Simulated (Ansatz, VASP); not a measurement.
# Te (Te/Au(110)) in two plane-wave programs, part 2 of 2

One calculation is typed for both programs; each brings its own data sets. How far apart do they land? The cell is taken from a series of runs on this material, whose earlier steps may have relaxed, scaled, displaced or heated it; both programs get it as it stands.

VASP 6.6.1 and Ansatz 0.2.0.

So far: The structure; Ansatz: single point, PBE.

## (3) VASP: single point, PBE

Level of this step: PBE, spin-polarised from a ferromagnetic start; plane waves and PAW (Te) (VASP).

The same cell, functional, mesh and smearing now go to VASP, with its own data sets.

Lines of VASP's logs that name or quote its potential files are left out, and so is its time.

The input, INCAR:

```
SYSTEM = Te
PREC = Accurate
ENCUT = 400
EDIFF = 1E-06
NELM = 200
ISMEAR = -1
SIGMA = 0.1
LREAL = .FALSE.
ALGO = Normal
GGA = PE
NBANDS = 11
ISPIN = 2
MAGMOM = 1.95
LORBIT = 11
LWAVE = .FALSE.
LCHARG = .FALSE.
ISIF = 2
LDIPOL = .TRUE.
IDIPOL = 3
DIPOL = 0.5 0.5 0.646
LVHAR = .TRUE.
LASPH = .TRUE.
GGA_COMPAT = .FALSE.
NELMDL = -8
```

The input, POSCAR:

```
Te
1.0
    8.1600000000      0.0000000000      0.0000000000
    0.0000000000      5.7699913344      0.0000000000
    0.0000000000      0.0000000000     25.9622442327
Te
1
Direct
    0.2500000000      0.0000000000      0.6457880223
```

The input, KPOINTS:

```
Automatic mesh
0
Gamma
4 5 1
0 0 0
```

The projector-augmented-wave data sets are Te (PBE family, release 64).

On the command line:

```sh
mpirun -np 1 vasp_std
```

Numbers of over 12 decimals in the logs are rounded to 6 here.

The log of the run:

```text
[banner, memory and clock lines left out]
running    1 mpi-ranks, on    1 nodes
 distrk:  each k-point on    1 cores,    1 groups
 distr:  one band on    1 cores,    1 groups

 POSCAR found type information on POSCAR Te
 POSCAR found :  1 types and       1 ions
 LDA part: xc-table for (Slater+PW92), standard interpolation
 POSCAR, INCAR and KPOINTS ok, starting setup
 FFT: planning ... GRIDC
 FFT: planning ... GRID_SOFT
 FFT: planning ... GRID
 WAVECAR not read
 entering main loop
       N       E                     dE             d eps       ncg     rms          rms(c)
DAV:   1     0.304897648678E+02    0.30490E+02   -0.88477E+02   404   0.195E+02
DAV:   2     0.375682552822E+01   -0.26733E+02   -0.25898E+02   617   0.375E+01
DAV:   3    -0.600344109746E+00   -0.43572E+01   -0.38568E+01   486   0.200E+01
DAV:   4    -0.823889329883E+00   -0.22355E+00   -0.21819E+00   474   0.545E+00
DAV:   5    -0.829696726419E+00   -0.58074E-02   -0.58057E-02   514   0.124E+00
DAV:   6    -0.829830934765E+00   -0.13421E-03   -0.13421E-03   570   0.166E-01
DAV:   7    -0.829832006971E+00   -0.10722E-05   -0.10719E-05   530   0.138E-02
DAV:   8    -0.829832013901E+00   -0.69301E-08   -0.66406E-08   365   0.131E-03    0.142E+00
DAV:   9    -0.837691994014E+00   -0.78600E-02   -0.28761E-02   451   0.684E-01    0.728E-01
DAV:  10    -0.834252609320E+00    0.34394E-02   -0.17892E-03   461   0.191E-01    0.312E-01
DAV:  11    -0.832811935702E+00    0.14407E-02   -0.44654E-03   444   0.218E-01    0.135E-01
DAV:  12    -0.835761665256E+00   -0.29497E-02   -0.11800E-03   438   0.136E-01    0.442E-02
DAV:  13    -0.838757403392E+00   -0.29957E-02   -0.46721E-04   417   0.583E-02    0.423E-02
DAV:  14    -0.839315804339E+00   -0.55840E-03   -0.78817E-05   485   0.321E-02    0.413E-02
[...]
DAV:  27    -0.846930293009E+00   -0.16071E-04   -0.20181E-07   425   0.112E-03    0.377E-04
DAV:  28    -0.846947219051E+00   -0.16926E-04   -0.25026E-07   470   0.125E-03    0.206E-04
DAV:  29    -0.846952545480E+00   -0.53264E-05   -0.20617E-08   455   0.424E-04    0.142E-04
DAV:  30    -0.846962717872E+00   -0.10172E-04   -0.66747E-08   430   0.633E-04    0.108E-04
DAV:  31    -0.846965010528E+00   -0.22927E-05   -0.69048E-09   472   0.264E-04    0.908E-05
DAV:  32    -0.846966662540E+00   -0.16520E-05   -0.38649E-09   450   0.217E-04    0.506E-05
DAV:  33    -0.846968791741E+00   -0.21292E-05   -0.73518E-09   445   0.259E-04    0.307E-05
DAV:  34    -0.846969223286E+00   -0.43155E-06   -0.31654E-11   470   0.142E-04
   1 F= -.84696922E+00 E0= -.75823495E+00  d E =-.177469E+00  mag=     1.9999
```

From OUTCAR (step 3):

```text
ion  position               nearest neighbor table
   1  0.250  0.000  0.646-

  LATTYP: Found a simple orthorhombic cell.
 ALAT       =     5.7699913344
 B/A-ratio  =     1.4142135624
 C/A-ratio  =     4.4995291549

 Subroutine GETGRP returns: Found  8 space group operations
 (whereof  2 operations were pure point group operations)

The static configuration has the point symmetry C_1h.
 The point group associated with its full space group is D_2h.

 Found      9 irreducible k-points:

   k-points           NKPTS =      9   k-points in BZ     NKDIM =      9   number of bands    NBANDS=     11

   dimension x,y,z NGX =    54 NGY =   40 NGZ =  180
   dimension x,y,z NGXF=   108 NGYF=   80 NGZF=  360

   ENCUT  =  400.0 eV  29.40 Ry    5.42 a.u.  13.31  9.41 42.34*2*pi/ulx,y,z

   NELECT =       6.0000    total number of electrons

 k-points in reciprocal lattice and weights: Automatic mesh
   0.00000000  0.00000000  0.00000000       0.050
   0.25000000  0.00000000  0.00000000       0.100
   0.50000000  0.00000000  0.00000000       0.050
   0.00000000  0.20000000  0.00000000       0.100
   0.25000000  0.20000000  0.00000000       0.200
   0.50000000  0.20000000  0.00000000       0.100
   0.00000000  0.40000000  0.00000000       0.100
   0.25000000  0.40000000  0.00000000       0.200
   0.50000000  0.40000000  0.00000000       0.100

 dipolmoment           0.000000      0.000000     -0.000001 electrons x Angstroem

 average (electrostatic) potential at core
       1 -99.0307

 E-fermi :  -4.9869

 spin component 1
 k-point     1 :       0.0000    0.0000    0.0000
  band No.  band energies     occupation
      1     -15.3219      1.00000
      2      -6.2273      1.00000
      3      -6.2191      1.00000
      4      -5.9863      0.99995
      5      -0.8702      0.00000
      6       0.1492      0.00000
      7       0.3633      0.00000
      8       0.7115      0.00000
      9       0.8977      0.00000
    ...

 k-point     2 :       0.2500    0.0000    0.0000
  band No.  band energies     occupation
      1     -15.3219      1.00000
      2      -6.2268      1.00000
      3      -6.2246      1.00000
      4      -5.9861      0.99995
      5      -0.7022      0.00000
      6       0.2560      0.00000
      7       0.5047      0.00000
      8       0.5579      0.00000
      9       0.8853      0.00000
    ...

 k-point     3 :       0.5000    0.0000    0.0000
  band No.  band energies     occupation
      1     -15.3218      1.00000
      2      -6.2301      1.00000
      3      -6.2263      1.00000
      4      -5.9859      0.99995
      5      -0.4094      0.00000
      6       0.1215      0.00000
      7       0.5145      0.00000
      8       0.6276      0.00000
      9       0.8837      0.00000
    ...

 k-point     4 :       0.0000    0.2000    0.0000
  band No.  band energies     occupation
      1     -15.3185      1.00000
      2      -6.2165      1.00000
      3      -6.2086      1.00000
      4      -6.0771      0.99998
      5      -0.6202      0.00000
      6       0.2860      0.00000
      7       0.5469      0.00000
      8       0.8793      0.00000
      9       1.0432      0.00000
    ...

 k-point     5 :       0.2500    0.2000    0.0000
  band No.  band energies     occupation
      1     -15.3184      1.00000
      2      -6.2160      1.00000
      3      -6.2138      1.00000
      4      -6.0767      0.99998
      5      -0.4487      0.00000
      6       0.3932      0.00000
      7       0.6639      0.00000
      8       0.7375      0.00000
      9       1.1175      0.00000
    ...

 k-point     6 :       0.5000    0.2000    0.0000
  band No.  band energies     occupation
      1     -15.3184      1.00000
      2      -6.2189      1.00000
      3      -6.2156      1.00000
      4      -6.0763      0.99998
      5      -0.1105      0.00000
      6       0.2254      0.00000
      7       0.6827      0.00000
      8       0.7245      0.00000
      9       1.0980      0.00000
    ...

  Total       -0.0061164     -0.2004384     -0.0028934      0.0000000      0.0000000      0.0000000
  in kB       -0.0080168     -0.2627144     -0.0037924      0.0000000      0.0000000      0.0000000
  external PRESSURE =      -0.0915079 kB  Pullay stress =       0.0000000 kB

  energy-cutoff  :      400.00
  volume of cell :     1222.38
      direct lattice vectors                 reciprocal lattice vectors
     8.160000000  0.000000000  0.000000000     0.122549020  0.000000000  0.000000000
     0.000000000  5.769991334  0.000000000     0.000000000  0.173310486  0.000000000
     0.000000000  0.000000000 25.962244233     0.000000000  0.000000000  0.038517471

 POSITION                                       TOTAL-FORCE (eV/Angst)
 -----------------------------------------------------------------------------------
      2.04000      0.00000     16.76611         0.000000      0.000000      0.000000
 -----------------------------------------------------------------------------------
    total drift:                                0.000000     -0.000000     -0.000000

  FREE ENERGIE OF THE ION-ELECTRON SYSTEM (eV)
  ---------------------------------------------------
  free  energy   TOTEN  =        -0.8469692233 eV

  energy  without entropy=       -0.6695006810  energy(sigma->0) =       -0.75823495

 vacuum level on the upper side and lower side of the slab         0.292         0.292

 total charge
# of ion       s       p       d       tot
------------------------------------------
    1        1.415   1.815   0.000   3.230

 magnetization (x)
# of ion       s       p       d       tot
------------------------------------------
    1        0.013   0.941   0.000   0.954

[... 6 further parts left out ...]
```

## (4) Differences

Known differences besides the potentials themselves: VASP starts from the moments at which Ansatz ended; the data sets hold 16 valence electrons in Ansatz (on its default PAW (the set named soft_2) files) and 6 in VASP; the cutoff is 420 eV in Ansatz and 400 eV in VASP; site moments are counted in spheres of each program's own size. Total energies have different zeros and are not compared.

The two programs side by side:

```csv
quantity,Ansatz,VASP,difference
total moment (μB),2.00,2.00,0.00
moment on Te1 (μB),1.95,0.95,+0.99
"work function, lower of the two faces (eV)",5.27,5.28,0.00
"work function, higher of the two faces (eV)",5.27,5.28,0.00
```

With vacuum in the cell, a pressure given here is an average over mostly empty space and none of the material. The total moments and the pattern agree; the site moments differ because the programs count them in spheres of different size.

## (5) What came out

- difference in work function, lower of the two faces (single point, PBE): -0.0046 eV

**Reading.** The difference in work function, lower of the two faces is -0.0046 eV (single point, PBE). The data sets hold unlike numbers of valence electrons (16 in Ansatz and 6 in VASP), so part of the differences comes from the potentials. How closely two codes agree says nothing of how well the functional describes the real material.

[Lines on the potential files, build, host, timing and source positions are cut from VASP's logs without a mark.]

[Logs are printed without paths, hosts, clocks, repeated set-up lines and the standing remarks that a program may print on its own settings, such as how far it seeks lower states.]

[Hosts, paths, dates, database ids (printed as entryN), source tags and the programs' standing remarks are cut or masked in the printed files.]
